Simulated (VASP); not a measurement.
Here is the system:

```yaml
crystal:
  lattice:
    - [12.15810, 0.00000, 0.00000]
    - [0.00000, 3.93553, 0.00000]
    - [0.00000, 0.00000, 11.52036]
  atoms:
    - { symbol: Sb, position: [0.14032, 0.75000, 0.03809] }
    - { symbol: Sb, position: [0.85968, 0.25000, 0.96191] }
    - { symbol: Sb, position: [0.35968, 0.25000, 0.53809] }
    - { symbol: Sb, position: [0.64032, 0.75000, 0.46191] }
    - { symbol: Sb, position: [0.03381, 0.25000, 0.32959] }
    - { symbol: Sb, position: [0.96619, 0.75000, 0.67041] }
    - { symbol: Sb, position: [0.46619, 0.75000, 0.82959] }
    - { symbol: Sb, position: [0.53381, 0.25000, 0.17041] }
    - { symbol: Se, position: [0.94835, 0.75000, 0.12753] }
    - { symbol: Se, position: [0.05165, 0.25000, 0.87247] }
    - { symbol: Se, position: [0.55165, 0.25000, 0.62753] }
    - { symbol: Se, position: [0.44835, 0.75000, 0.37247] }
    - { symbol: Se, position: [0.20533, 0.25000, 0.19210] }
    - { symbol: Se, position: [0.79467, 0.75000, 0.80790] }
    - { symbol: Se, position: [0.29467, 0.75000, 0.69210] }
    - { symbol: Se, position: [0.70533, 0.25000, 0.30790] }
    - { symbol: Se, position: [0.62735, 0.75000, 0.05410] }
    - { symbol: Se, position: [0.37265, 0.25000, 0.94590] }
    - { symbol: Se, position: [0.87265, 0.25000, 0.55410] }
    - { symbol: Se, position: [0.12735, 0.75000, 0.44590] }
```

All values below come from PBEsol GGA, VASP's PBE PAW potentials (set 64) (plane waves; VASP). Numerical set-up: LREAL = Auto, 300 eV cut-off, 1×3×1 Γ-centred mesh, Gaussian smearing of 0.010 eV, potentials Sb Se.

Unless said otherwise, spin-orbit coupling is left out, though it shifts the bands of the heavy elements here.

What does the run give for the energy per atom (σ→0), pressure, largest force, band gap (on the k-mesh) with the smallest direct gap where there is one?

```yaml
band gap (on the k-mesh): 1.22 eV
smallest direct gap (on the k-mesh): 1.22 eV
energy per atom (σ→0): -4.377 eV/atom
pressure: 1.74 GPa
largest_force: 0.635 eV/Å
```

Total energies compare only between runs with the same potentials, cut-off and functional.

The structure comes from a computed database's Sb2Se3 entry; how it stands against other phases isn't given here. The cell was not relaxed at this level. The k-mesh is coarse (spacing up to 0.55 per Å, 2π included), so the numbers may not be converged in it.
